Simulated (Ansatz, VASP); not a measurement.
# ZnSiTe3: VASP beside Ansatz, part 2 of 2

Aim: how closely do two programs agree when they are given the same cell, functional and k mesh? The cell is generated by rule, not measured, and may not be a known phase. The cell is taken from a series of runs on this material, whose earlier steps may have relaxed, scaled, displaced or heated it; both programs get it as it stands.

VASP 6.6.1 and Ansatz 0.2.0.

So far: Set-up; VASP: relaxation of cell and atoms, PBE; Ansatz: relaxation of cell and atoms, PBE.

### 4. Side by side

Known differences besides the potentials themselves: the cutoff is 1080 eV in Ansatz and 500 eV in VASP; Ansatz adds a Pulay correction to the stress that steers its cell, VASP none. Total energies have different zeros and are not compared.

Both answers:

```csv
quantity,Ansatz,VASP,difference
volume (Å³),149.33,148.42,+0.61 %
"edge a after relaxation, in the typed setting (Å)",5.305,5.295,+0.20 %
```

### 5. VASP: zone-centre phonons, PBE

Second derivatives magnify differences that forces hide, and they need a tight electronic threshold.

INCAR reads:

```
SYSTEM = ZnSiTe3
PREC = Accurate
ENCUT = 500
EDIFF = 1E-08
NELM = 120
ISMEAR = 0
SIGMA = 0.27211
LREAL = .FALSE.
ALGO = Normal
GGA = PE
NBANDS = 23
LORBIT = 11
LWAVE = .FALSE.
LCHARG = .FALSE.
ISIF = 2
IBRION = 8
LASPH = .TRUE.
GGA_COMPAT = .FALSE.
KPAR = 2
```

POSCAR reads:

```
ZnSiTe3
1.0
    5.3271836235      0.0000000000      0.0000000000
    0.0000000000      5.3271836235      0.0000000000
    0.0000000000      0.0000000000      5.3271836235
Zn Si Te
1 1 3
Direct
    0.0000000000      0.0000000000      0.0000000000
    0.5000000000      0.5000000000      0.5000000000
    0.5000000000      0.5000000000      0.0000000000
    0.5000000000      0.0000000000      0.5000000000
    0.0000000000      0.5000000000      0.5000000000
```

KPOINTS reads:

```
Automatic mesh
0
Gamma
4 4 4
0 0 0
```

The projector-augmented-wave data sets are Zn, Si and Te (PBE family, release 64).

Started as:

```
$ mpirun -np 2 vasp_std
```

Numbers of over 12 decimals in the logs are rounded to 6 here.

The log of the run:

```text
[... set-up lines as in an earlier step ...]
 entering main loop
       N       E                     dE             d eps       ncg     rms          rms(c)
DAV:   1     0.168744615223E+03    0.16874E+03   -0.13367E+04   460   0.128E+03
DAV:   2     0.664672851772E+00   -0.16808E+03   -0.16152E+03   517   0.247E+02
DAV:   3    -0.133157737275E+02   -0.13980E+02   -0.13578E+02   551   0.723E+01
DAV:   4    -0.136659558240E+02   -0.35018E+00   -0.34844E+00   545   0.114E+01
[...]
DAV:  14    -0.134982831106E+02    0.61484E-07   -0.10789E-08   392   0.643E-04    0.575E-04
DAV:  15    -0.134982831925E+02   -0.81861E-07   -0.68982E-09   307   0.544E-04    0.840E-05
DAV:  16    -0.134982831951E+02   -0.25952E-08   -0.11834E-09   293   0.297E-04
   1 F= -.13498283E+02 E0= -.13388525E+02  d E =-.219517E+00
 Linear response reoptimize wavefunctions to high precision
DAV:   1    -0.134982831918E+02    0.32937E-08   -0.17096E-10   286   0.114E-04
DAV:   2    -0.134982831918E+02    0.43201E-10   -0.45319E-11   286   0.430E-05
 Linear response DOF=           4
 Linear response progress:
[...]
RMM:  11    -0.520911308894E-01   -0.21659E-07   -0.11736E-08  2131   0.318E-05    0.278E-06
RMM:  12    -0.520911441265E-01   -0.13237E-07    0.25228E-08  1754   0.278E-05    0.549E-07
RMM:  13    -0.520911431225E-01    0.10040E-08    0.94099E-09  1409   0.262E-05    0.255E-07
 first order change of Fermi-energy   0.16930E-03
 force on displaced ion       3 direction 1 :   1.020   0.000   0.000
 Linear response progress:
  Degree of freedom:   4/  4
       N       E                     dE             d eps       ncg     rms          rms(c)
RMM:   1    -0.531788417050E-01   -0.53179E-01    0.73384E-02  1812   0.780E-01
RMM:   2    -0.516614978477E-01    0.15173E-02   -0.28755E-03  1320   0.223E-01    0.188E-01
RMM:   3    -0.517776622504E-01   -0.11616E-03   -0.30711E-04  1335   0.647E-02    0.118E-01
RMM:   4    -0.519981915270E-01   -0.22053E-03   -0.11018E-04  1361   0.347E-02    0.136E-02
[...]
RMM:  12    -0.520141486743E-01    0.68648E-08    0.38938E-07  1374   0.378E-05    0.195E-06
RMM:  13    -0.520141518896E-01   -0.32154E-08    0.38942E-07  1010   0.333E-05    0.472E-07
RMM:  14    -0.520141538486E-01   -0.19589E-08    0.37662E-07   875   0.328E-05    0.721E-08
 first order change of Fermi-energy   0.16761E-04
 force on displaced ion       3 direction 3 :   0.000  -0.000  -2.844
 Linear response finished
```

Parts of OUTCAR (step 5):

```text
  Total       -0.1987905     -0.1987905     -0.1987905      0.0000000     -0.0000000      0.0000000
  in kB       -2.1067509     -2.1067509     -2.1067509      0.0000000     -0.0000000      0.0000000
  external PRESSURE =      -2.1067509 kB  Pullay stress =       0.0000000 kB

 POSITION                                       TOTAL-FORCE (eV/Angst)
 -----------------------------------------------------------------------------------
      0.00000      0.00000      0.00000         0.000000      0.000000      0.000000
      2.66359      2.66359      2.66359         0.000000      0.000000      0.000000
      2.66359      2.66359      0.00000         0.000000      0.000000      0.000000
      2.66359      0.00000      2.66359         0.000000      0.000000      0.000000
      0.00000      2.66359      2.66359         0.000000      0.000000      0.000000
 -----------------------------------------------------------------------------------
    total drift:                                0.000000     -0.000000     -0.000000

[... 2 further parts left out ...]
```

### 6. Ansatz: zone-centre phonons, PBE

The same cell, functional, mesh and smearing now go to Ansatz, which takes its cutoff from its data sets.

The cell is taken from a series of runs on this material, whose earlier steps may have relaxed, scaled, displaced or heated it; both programs get it as it stands.

input.yaml reads:

```yaml
crystal:
  lattice:
    - [5.3271836235, 0.0, 0.0]
    - [0.0, 5.3271836235, 0.0]
    - [0.0, 0.0, 5.3271836235]
  atoms:
    - { symbol: Zn, position: [0.0, 0.0, 0.0] }
    - { symbol: Si, position: [0.5, 0.5, 0.5] }
    - { symbol: Te, position: [0.5, 0.5, 0.0] }
    - { symbol: Te, position: [0.5, 0.0, 0.5] }
    - { symbol: Te, position: [0.0, 0.5, 0.5] }
kpoints:
  mp_grid: { grid: [4, 4, 4] }
hamiltonian:
  xc: pbe
  pseudopotentials: { kind: paw, source: jth }
scf:
  occupations: { method: gaussian, width: 0.27211 }
output:
  eigenvalues: true
phonons:
  method: dfpt
```

Started as:

```
$ ansatz run input.yaml --threads 4 --pin off --max-ram 8192MiB --backend cpu --events-out ev --progress --plain --runs-dir out
```

The log of the run:

```text
[...]
zone centre: on kpoints.mp_grid the ground state, and the responses unless they are solved on pairs of k-points, stand on 27 of the mesh's 64 k-points, reduced under 8 symmetry operations, with k and −k counted as one. Each operation leaves every solved displacement unchanged or reverses it
[...]
Crystal: 5 atoms, lattice volume = 151.180 Å³
[...]
k mesh reduced under 8 symmetry operations, with k and −k counted as one. Each operation leaves every solved displacement unchanged or reverses it
  ASR residual: 2.321e-4 → 0.000e0 eV/Å²; symmetrization residual: 2.627e-6 eV/Å²
  ASR residual per site (eV/Å²): 8.25e-5 2.32e-4 4.30e-5 4.30e-5 4.30e-5
  Γ frequencies (cm⁻¹): -86.08 -86.08 -86.08 -57.44 -57.44 -57.44 -54.05 -54.05 -54.05 0.00 0.00 0.00 141.23 141.23 141.23
  non-analytic LO–TO correction: not included (Born effective charges unavailable; polar crystals: no LO–TO splitting at Γ)
[key lines of the parts left out:]
SCF converged after 13 iterations
Free energy (F): -18751.048834 eV
Fermi energy:    5.352860 eV
```

### 7. Side by side

Compared:

```csv
quantity,Ansatz,VASP,difference
"optical mode 1 to 3 (imaginary, printed as negative) (cm⁻¹)",-86.1,-82.2,-3.9
"optical mode 4 to 6 (imaginary, printed as negative) (cm⁻¹)",-57.4,-54.5,-2.9
"optical mode 7 to 9 (imaginary, printed as negative) (cm⁻¹)",-54.0,-47.8,-6.2
optical mode 10 to 12 (cm⁻¹),141.2,142.2,-0.71 %
```

Modes are paired by rising frequency, not by their patterns, so a pair may set unlike modes beside each other; they are those without the splitting of longitudinal modes.

### 8. Summary of results

```
difference in volume (relaxation of cell and atoms, PBE)                                                          : 0.61 %
r.m.s. difference of the optical zone-centre modes, each program's sorted by frequency (zone-centre phonons, PBE) : 4.0 cm⁻¹
difference in optical mode 10 to 12 (zone-centre phonons, PBE)                                                    : -0.7 %
```

What this shows: The difference in volume is 0.61 % (relaxation of cell and atoms, PBE), within the 1.2 % picked in this series as the mark of a large difference, as far as the stopping tolerances let one tell. Among the rows given in per cent, the largest difference of the zone-centre phonons, PBE pair is in optical mode 10 to 12, -0.7 %. 1 further run of this series is not shown here. How closely two codes agree says nothing of how well the functional describes the real material.

[Lines on the potential files, build, host, timing and source positions are cut from VASP's logs without a mark.]

[Logs are printed without paths, hosts, clocks, repeated set-up lines and the standing remarks that a program may print on its own settings, such as how far it seeks lower states.]

[Hosts, paths, dates, database ids (printed as entryN), source tags and the programs' standing remarks are cut or masked in the printed files.]
